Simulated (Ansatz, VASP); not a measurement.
# Co (Cobalt) in two plane-wave programs, part 2 of 3

One calculation is typed for both programs; each brings its own data sets. How far apart do they land? The structure shown comes from an earlier Ansatz run, which isn't shown and may have moved the atoms alone.

VASP 6.6.1 and Ansatz 0.2.0.

So far: The starting structure; Ansatz: elastic constants, LDA, pair 1.

## (3) VASP: elastic constants, LDA, pair 1

Level of this step: LDA, spin-polarised from a ferromagnetic start; plane waves and PAW (Co) (VASP).

The same cell, functional (in two slightly different forms), mesh and smearing now go to VASP, with its own data sets.

Lines of VASP's logs that name or quote its potential files are left out, and so is its time.

Input file INCAR:

```
SYSTEM = Co
PREC = Accurate
ENCUT = 600
EDIFF = 1E-08
NELM = 200
ISMEAR = 1
SIGMA = 0.25
LREAL = .FALSE.
ALGO = Normal
GGA = CA
NBANDS = 18
ISPIN = 2
MAGMOM = 1.65 1.65
LASPH = .TRUE.
LMAXMIX = 4
LORBIT = 11
LWAVE = .FALSE.
LCHARG = .FALSE.
ISIF = 3
IBRION = 6
NFREE = 2
POTIM = 0.015
NSW = 1
GGA_COMPAT = .FALSE.
KPAR = 2
```

Input file POSCAR:

```
Co
1.0
    2.4247421909      0.0000000000      0.0000000000
   -1.2123710954      2.0998883349      0.0000000000
    0.0000000000      0.0000000000      3.9537945920
Co
2
Direct
    0.3333333333      0.6666666667      0.2500000000
    0.6666666667      0.3333333333      0.7500000000
```

Input file KPOINTS:

```
Automatic mesh
0
Gamma
4 4 4
0 0 0
```

Potentials, in the order of the species: Co (LDA family, release 64).

Run with:

```bash
$ mpirun -np 2 vasp_std
```

Numbers of over 12 decimals in the logs are rounded to 6 here.

The log of the run:

```text
[banner, memory and clock lines left out]
running    2 mpi-ranks, on    1 nodes
 distrk:  each k-point on    1 cores,    2 groups
 distr:  one band on    1 cores,    1 groups

 POSCAR found type information on POSCAR Co
 POSCAR found :  1 types and       2 ions
 LDA part: xc-table for (Slater(with rela. corr.)+CA(PZ))
 , standard interpolation
 POSCAR, INCAR and KPOINTS ok, starting setup
 FFT: planning ... GRIDC
 FFT: planning ... GRID_SOFT
 FFT: planning ... GRID
 WAVECAR not read
 entering main loop
       N       E                     dE             d eps       ncg     rms          rms(c)
DAV:   1     0.833073649711E+02    0.83307E+02   -0.88472E+03   928   0.151E+03
DAV:   2    -0.148532050474E+02   -0.98161E+02   -0.89142E+02   866   0.240E+02
DAV:   3    -0.185887807524E+02   -0.37356E+01   -0.35893E+01   976   0.590E+01
DAV:   4    -0.186424748743E+02   -0.53694E-01   -0.53659E-01  1144   0.598E+00
DAV:   5    -0.186439005351E+02   -0.14257E-02   -0.14255E-02  1084   0.887E-01    0.164E+01
DAV:   6    -0.167253707687E+02    0.19185E+01   -0.91963E+00   942   0.654E+01    0.700E+00
DAV:   7    -0.162467611635E+02    0.47861E+00   -0.14260E+00  1000   0.243E+01    0.347E+00
DAV:   8    -0.162275510809E+02    0.19210E-01   -0.12114E-02  1306   0.103E+00    0.230E+00
DAV:   9    -0.162329591941E+02   -0.54081E-02   -0.32807E-03  1108   0.110E+00    0.148E+00
DAV:  10    -0.162482347418E+02   -0.15276E-01   -0.48822E-03  1114   0.145E+00    0.626E-01
DAV:  11    -0.162487081275E+02   -0.47339E-03   -0.42581E-04  1122   0.281E-01    0.224E-01
DAV:  12    -0.162475662869E+02    0.11418E-02   -0.28905E-04  1144   0.351E-01    0.451E-01
DAV:  13    -0.162486236946E+02   -0.10574E-02   -0.19749E-04  1038   0.324E-01    0.652E-02
DAV:  14    -0.162486385756E+02   -0.14881E-04   -0.20819E-05  1188   0.608E-02    0.167E-02
DAV:  15    -0.162486383104E+02    0.26515E-06   -0.19832E-06  1142   0.304E-02    0.185E-02
DAV:  16    -0.162486389756E+02   -0.66522E-06   -0.87663E-07  1028   0.222E-02    0.112E-02
DAV:  17    -0.162486396085E+02   -0.63287E-06   -0.18008E-07  1054   0.100E-02    0.195E-03
DAV:  18    -0.162486395968E+02    0.11759E-07   -0.11932E-08   646   0.244E-03    0.162E-03
DAV:  19    -0.162486396109E+02   -0.14161E-07   -0.46639E-09   486   0.142E-03    0.393E-04
DAV:  20    -0.162486396103E+02    0.58662E-09   -0.95885E-10   480   0.452E-04
   1 F= -.16248640E+02 E0= -.16255086E+02  d E =0.193390E-01  mag=     3.2521
[... from here on, the cycles between the ionic steps are left out ...]
   2 F= -.16241650E+02 E0= -.16247510E+02  d E =0.175794E-01  mag=     3.2486
   3 F= -.16243456E+02 E0= -.16250129E+02  d E =0.200188E-01  mag=     3.2424
  10 F= -.16246895E+02 E0= -.16253194E+02  d E =0.188965E-01  mag=     3.2495
  11 F= -.16246895E+02 E0= -.16253194E+02  d E =0.188964E-01  mag=     3.2495
  12 F= -.16246890E+02 E0= -.16253199E+02  d E =0.189248E-01  mag=     3.2496
  13 F= -.16246890E+02 E0= -.16253199E+02  d E =0.189248E-01  mag=     3.2496
  14 F= -.16248259E+02 E0= -.16254669E+02  d E =0.192326E-01  mag=     3.2520
  15 F= -.16248258E+02 E0= -.16254669E+02  d E =0.192325E-01  mag=     3.2520
  16 F= -.16247685E+02 E0= -.16254092E+02  d E =0.192209E-01  mag=     3.2514
 Finite differences progress:
  Degree of freedom:   8/  8
  Displacement:        1/  2
  Total:              15/ 16
 bond charge predicted
       N       E                     dE             d eps       ncg     rms          rms(c)
DAV:   1    -0.162384622684E+02    0.92226E-02   -0.31346E+00  1004   0.108E+01    0.817E-01
DAV:   2    -0.162470002588E+02   -0.85380E-02   -0.54933E-02  1062   0.238E+00    0.417E-01
DAV:   3    -0.162480088317E+02   -0.10086E-02   -0.15559E-03  1148   0.293E-01    0.102E-01
DAV:   4    -0.162477238967E+02    0.28493E-03   -0.21192E-04  1072   0.104E-01    0.458E-02
DAV:   5    -0.162476850775E+02    0.38819E-04   -0.62880E-05  1070   0.524E-02    0.163E-02
DAV:   6    -0.162476851882E+02   -0.11069E-06   -0.33735E-06  1112   0.149E-02    0.365E-03
DAV:   7    -0.162476848811E+02    0.30711E-06   -0.49900E-07  1270   0.557E-03    0.186E-03
DAV:   8    -0.162476848628E+02    0.18313E-07   -0.67218E-08  1220   0.265E-03    0.315E-04
DAV:   9    -0.162476848624E+02    0.38858E-09   -0.19448E-09   554   0.483E-04
  17 F= -.16247685E+02 E0= -.16254092E+02  d E =0.192211E-01  mag=     3.2514
 Finite differences progress:
  Degree of freedom:   8/  8
  Displacement:        2/  2
  Total:              16/ 16
```

Parts of OUTCAR (step 3):

```text
ion  position               nearest neighbor table
   1  0.333  0.667  0.250-   2 2.42   2 2.42   2 2.42   2 2.42   2 2.42   2 2.42
   2  0.667  0.333  0.750-   1 2.42   1 2.42   1 2.42   1 2.42   1 2.42   1 2.42

  LATTYP: Found a hexagonal cell.
 ALAT       =     2.4247421909
 C/A-ratio  =     1.6306041141

 Subroutine GETGRP returns: Found 24 space group operations
 (whereof 12 operations were pure point group operations)

The static configuration has the point symmetry D_3d.
 The point group associated with its full space group is D_6h.

 Found     12 irreducible k-points:

   k-points           NKPTS =     12   k-points in BZ     NKDIM =     12   number of bands    NBANDS=     18

   dimension x,y,z NGX =    20 NGY =   20 NGZ =   32
   dimension x,y,z NGXF=    40 NGYF=   40 NGZF=   64

   ENCUT  =  600.0 eV  44.10 Ry    6.64 a.u.   4.84  4.84  7.90*2*pi/ulx,y,z

   NELECT =      18.0000    total number of electrons

 k-points in reciprocal lattice and weights: Automatic mesh
   0.00000000  0.00000000  0.00000000       0.016
   0.25000000  0.00000000  0.00000000       0.094
   0.50000000  0.00000000  0.00000000       0.047
   0.25000000  0.25000000  0.00000000       0.094
   0.00000000  0.00000000  0.25000000       0.031
   0.25000000  0.00000000  0.25000000       0.188
   0.50000000  0.00000000  0.25000000       0.094
   0.25000000  0.25000000  0.25000000       0.188
   0.00000000  0.00000000  0.50000000       0.016
   0.25000000  0.00000000  0.50000000       0.094
   0.50000000  0.00000000  0.50000000       0.047
   0.25000000  0.25000000  0.50000000       0.094

 average (electrostatic) potential at core
       1 -77.0948       2 -77.0948

 E-fermi :  11.1191

 spin component 1
 k-point     1 :       0.0000    0.0000    0.0000
  band No.  band energies     occupation
    ...
      8       9.2851      1.00000
      9       9.2851      1.00000
     10      10.5105      1.00154
     11      10.5105      1.00154
     12      10.7830      1.03359
     13      18.0320      0.00000
     14      33.7127      0.00000
     15      36.9395      0.00000
     16      36.9924      0.00000
     17      37.0491      0.00000
    ...

 k-point     2 :       0.2500    0.0000    0.0000
  band No.  band energies     occupation
    ...
      7       8.9450      1.00000
      8       9.4903      1.00000
      9       9.5401      1.00000
     10       9.7682      1.00000
     11      10.6833      1.01670
     12      15.7669     -0.00000
     13      18.4313      0.00000
     14      24.5408      0.00000
     15      30.0555      0.00000
     16      31.9253      0.00000
    ...

 k-point     3 :       0.5000    0.0000    0.0000
  band No.  band energies     occupation
    ...
      6       8.5260      1.00000
      7       8.9075      1.00000
      8      10.7051      1.02050
      9      10.7564      1.02978
     10      10.8699      1.02480
     11      12.6886     -0.00000
     12      14.8554     -0.00000
     13      21.2487      0.00000
     14      22.0142      0.00000
     15      24.5032      0.00000
    ...

 k-point     4 :       0.2500    0.2500    0.0000
  band No.  band energies     occupation
    ...
      6       8.5893      1.00000
      7       8.9203      1.00000
      8       9.8800      1.00000
      9      10.5590      1.00341
     10      10.6992      1.01945
     11      12.5235     -0.00000
     12      19.1530      0.00000
     13      20.0122      0.00000
     14      20.6843      0.00000
     15      22.2211      0.00000
    ...

 k-point     5 :       0.0000    0.0000    0.2500
  band No.  band energies     occupation
    ...
      8       9.1017      1.00000
      9       9.6319      1.00000
     10       9.6319      1.00000
     11      10.4565      1.00058
     12      10.4565      1.00058
     13      21.0568      0.00000
     14      32.5923      0.00000
     15      34.2223      0.00000
     16      35.8674      0.00000
     17      37.5784      0.00000
    ...

 k-point     6 :       0.2500    0.0000    0.2500
  band No.  band energies     occupation
    ...
      7       8.8600      1.00000
      8       9.5471      1.00000
      9       9.7628      1.00000
     10       9.8404      1.00000
     11      10.5426      1.00263
     12      13.0658     -0.00000
     13      22.3191      0.00000
     14      25.1152      0.00000
     15      29.2207      0.00000
     16      30.9036      0.00000
    ...

  Total       -0.0737675     -0.0737675     -0.1096104     -0.0000000     -0.0000000     -0.0000000
  in kB       -5.8708308     -5.8708308     -8.7234136     -0.0000000     -0.0000000     -0.0000000
  external PRESSURE =      -6.8216917 kB  Pullay stress =       0.0000000 kB

  energy-cutoff  :      600.00
  volume of cell :       20.13
      direct lattice vectors                 reciprocal lattice vectors
     2.424742191  0.000000000  0.000000000     0.412414979  0.238107899  0.000000000
    -1.212371095  2.099888335  0.000000000     0.000000000  0.476215798  0.000000000
     0.000000000  0.000000000  3.953794592     0.000000000  0.000000000  0.252921586

 POSITION                                       TOTAL-FORCE (eV/Angst)
 -----------------------------------------------------------------------------------
     -0.00000      1.39993      0.97345         0.000000      0.000000      0.127568
      1.21237      0.69996      2.96535        -0.000000      0.000000     -0.127568
 -----------------------------------------------------------------------------------
    total drift:                               -0.000000     -0.000000     -0.000288

  FREE ENERGIE OF THE ION-ELECTRON SYSTEM (eV)
  ---------------------------------------------------
  free  energy   TOTEN  =       -16.2476848624 eV

  energy  without entropy=      -16.2669059952  energy(sigma->0) =      -16.25409191

  SYMMETRIZED ELASTIC MODULI (kBar)
 Direction    XX          YY          ZZ          XY          YZ          ZX
 --------------------------------------------------------------------------------
 XX        4312.7827   2214.6795   1767.5186      0.0000     -0.0000      0.0000
 YY        2214.6795   4312.7827   1767.5186      0.0000      0.0000      0.0000
 ZZ        1767.5186   1767.5186   4508.1902      0.0000      0.0000      0.0000
 XY           0.0000      0.0000      0.0000   1049.0516      0.0000      0.0000
 YZ          -0.0000      0.0000      0.0000     -0.0000   1234.4972      0.0000
 ZX          -0.0000     -0.0000      0.0000     -0.0000      0.0000   1234.4972
 --------------------------------------------------------------------------------

 Eigenvectors and eigenvalues of the dynamical matrix
 ----------------------------------------------------

   1 f  =    8.398510 THz    52.769394 2PiTHz  280.144134 cm-1    34.733430 meV
             X         Y         Z           dx          dy          dz
     -0.000000  1.399926  0.988449     0.000000    0.000000   -0.707107
      1.212371  0.699963  2.965346     0.000000    0.000000    0.707107

   2 f  =    5.295925 THz    33.275279 2PiTHz  176.653050 cm-1    21.902177 meV
             X         Y         Z           dx          dy          dz
     -0.000000  1.399926  0.988449     0.649519    0.279508    0.000000
      1.212371  0.699963  2.965346    -0.649519   -0.279508    0.000000

   3 f  =    5.295925 THz    33.275279 2PiTHz  176.653050 cm-1    21.902177 meV
             X         Y         Z           dx          dy          dz
     -0.000000  1.399926  0.988449     0.279508   -0.649519    0.000000
      1.212371  0.699963  2.965346    -0.279508    0.649519    0.000000

   4 f  =    0.000000 THz     0.000000 2PiTHz    0.000000 cm-1     0.000000 meV
             X         Y         Z           dx          dy          dz
     -0.000000  1.399926  0.988449     0.000000    0.000000    0.707107
      1.212371  0.699963  2.965346     0.000000    0.000000    0.707107

   5 f/i=    0.000000 THz     0.000000 2PiTHz    0.000001 cm-1     0.000000 meV
             X         Y         Z           dx          dy          dz
     -0.000000  1.399926  0.988449    -0.691871   -0.145995    0.000000
      1.212371  0.699963  2.965346    -0.691871   -0.145995    0.000000

   6 f/i=    0.000000 THz     0.000000 2PiTHz    0.000002 cm-1     0.000000 meV
             X         Y         Z           dx          dy          dz
     -0.000000  1.399926  0.988449    -0.145995    0.691871    0.000000
      1.212371  0.699963  2.965346    -0.145995    0.691871    0.000000

 ELASTIC MODULI CONTR FROM IONIC RELAXATION (kBar)
 Direction    XX          YY          ZZ          XY          YZ          ZX
 --------------------------------------------------------------------------------
 XX        -105.0444    105.0444     -0.0000     -0.0000      0.0000      0.0000
 YY         105.0444   -105.0444      0.0000     -0.0000      0.0000      0.0000
 ZZ          -0.0000      0.0000     -0.0000      0.0000     -0.0000      0.0000
 XY          -0.0000     -0.0000      0.0000   -105.0444      0.0000      0.0000
 YZ           0.0000      0.0000     -0.0000      0.0000     -0.0000      0.0000
 ZX           0.0000      0.0000      0.0000      0.0000      0.0000      0.0000
 --------------------------------------------------------------------------------

 TOTAL ELASTIC MODULI (kBar)
 Direction    XX          YY          ZZ          XY          YZ          ZX
 --------------------------------------------------------------------------------
 XX        4207.7383   2319.7239   1767.5186      0.0000     -0.0000      0.0000
 YY        2319.7239   4207.7383   1767.5186      0.0000      0.0000      0.0000
 ZZ        1767.5186   1767.5186   4508.1902      0.0000     -0.0000      0.0000
 XY           0.0000      0.0000      0.0000    944.0072      0.0000      0.0000
 YZ          -0.0000      0.0000     -0.0000     -0.0000   1234.4972      0.0000
 ZX          -0.0000     -0.0000      0.0000     -0.0000      0.0000   1234.4972
 --------------------------------------------------------------------------------

 total charge
# of ion       s       p       d       tot
------------------------------------------
    1        0.525   0.567   7.348   8.440
    2        0.525   0.567   7.348   8.440
--------------------------------------------------
tot          1.051   1.134  14.695  16.880

 magnetization (x)
# of ion       s       p       d       tot
------------------------------------------
    1       -0.012  -0.019   1.646   1.615
    2       -0.012  -0.019   1.646   1.615
--------------------------------------------------
tot         -0.024  -0.038   3.292   3.230

[... 6 further parts left out ...]
```

The magnetic state follows from one typed start and may not be the lowest. The last energy, forces, stress and levels in OUTCAR belong to the last displaced cell, not to the cell of POSCAR. The k-mesh is coarse for a metal.

Levels, forces or a CONTCAR printed for this step are those of its last displaced cell, not of the structure at rest.

## (4) Side by side

Known differences besides the potentials themselves: VASP starts from the moments at which Ansatz ended; the two LDA forms differ slightly; the data sets hold 34 valence electrons in Ansatz (on its default PAW (the set named soft_2) files) and 18 in VASP; the cutoff is 420 eV in Ansatz and 600 eV in VASP; VASP's log shows a relativistic correction to its local exchange, Ansatz's none; VASP takes each elastic constant from one size of strain, Ansatz from those that its log lists. Total energies have different zeros and are not compared.

Both answers:

| quantity | Ansatz | VASP | difference |
| --- | --- | --- | --- |
| C11 (GPa) | 438.7 | 420.8 | +4.26 % |
| C22 (GPa) | 438.7 | 420.8 | +4.26 % |
| C33 (GPa) | 513.4 | 450.8 | +13.87 % |
| C12 (GPa) | 254.0 | 232.0 | +9.48 % |
| C13 (GPa) | 167.2 | 176.8 | -5.41 % |
| C23 (GPa) | 167.2 | 176.8 | -5.41 % |
| C44 (GPa) | 128.2 | 123.5 | +3.87 % |
| C55 (GPa) | 128.2 | 123.5 | +3.87 % |
| C66 (GPa) | 92.4 | 94.4 | -2.16 % |

## (5) Further runs

Further runs change the set-up of one program: Ansatz's method, potentials or start, or VASP's data sets, cutoff or form of LDA. The table gives Ansatz less VASP for each quantity, since a change that brings one quantity closer may part another.

| run | C11 (%) | C22 (%) | C33 (%) | C12 (%) | C13 (%) | C23 (%) |
| --- | --- | --- | --- | --- | --- | --- |
| as above | 4.3 | 4.3 | 14 | 9.5 | -5.4 | -5.4 |
| VASP with the data sets Co_sv | -2.6 | -2.6 | 2.3 | 2.0 | -3.6 | -3.6 |

## (6) Ansatz: elastic constants, LDA, pair 2

Elastic constants are differences of stresses under small strains, so they test the stress and the mesh. The cell compared in this pair holds 19.96 Å³, against 20.13 Å³ for the pair before.

The structure shown comes from an earlier Ansatz run, which isn't shown and may have moved the atoms alone.

Input file input.yaml:

```yaml
crystal:
  lattice:
    - [2.4283506449, 0.0, 0.0]
    - [-1.2141753225, 2.1030133478, 0.0]
    - [0.0, 0.0, 3.9092422305]
  atoms:
    - { symbol: Co, position: [0.3333333333, 0.6666666667, 0.25], spin: 1.67 }
    - { symbol: Co, position: [0.6666666667, 0.3333333333, 0.75], spin: 1.67 }
kpoints:
  mp_grid: { grid: [12, 12, 6] }
hamiltonian:
  xc: lda
scf:
  occupations: { method: gaussian, width: 0.05 }
output:
  forces: true
  stress: true
  eigenvalues: true
  populations: true
magnetization:
  spin_polarized: true
elastic:
  mode: relaxed_ion
  stencil: two_point
  amplitude: 0.002
```

Run with:

```bash
$ ansatz run input.yaml --threads 4 --pin off --max-ram 16384MiB --backend cpu --events-out ev --progress --plain --runs-dir out
```

The log of the run:

```text
[...]
Crystal: 2 atoms, lattice volume = 19.964 Å³
Basis set: ecut = 420 eV, 391 PW (Γ)
Bands: 23, of which v1, the nominal top of the filled ones, is band 17 counted from 1 (16 counted from 0)
Symmetry: 24 space group operations
[...]
k-points: 76 of 864
[...]
Starting moments: Σ|m| = 3.34 μB on 2 of 2 sites
[...]
-2.000e-3      -0.2753      -10125.5379662       2   94574    400   relax 2 steps, max|allowed force component| 4.06e-5 eV/Å
     2.000e-3       0.2753      -10125.5379662       2   95081    400   relax 2 steps, max|allowed force component| 4.06e-5 eV/Å
--- Löwdin populations: 2 sites ---
  site symbol       q [e]    m [muB]
     0     Co     16.7908     1.5160
     1     Co     16.7908     1.5160
  spilling = 0.012307 (of n_electrons = 34.000000)
[key lines of the parts left out:]
SCF converged after 7 iterations
Magnetization: 2.9445 μB (18.4722 up, 15.5278 down)
Free energy (F): -10125.537993 eV
Fermi energy:    20.174983 eV
P = ⅓ Tr σ = -0.0079 GPa (-0.079 kbar)
```

(Part 2 of 3 ends here.)

[Lines on the potential files, build, host, timing and source positions are cut from VASP's logs without a mark.]

[Logs are printed without paths, hosts, clocks, repeated set-up lines and the standing remarks that a program may print on its own settings, such as how far it seeks lower states.]

[Hosts, paths, dates, database ids (printed as entryN), source tags and the programs' standing remarks are cut or masked in the printed files.]
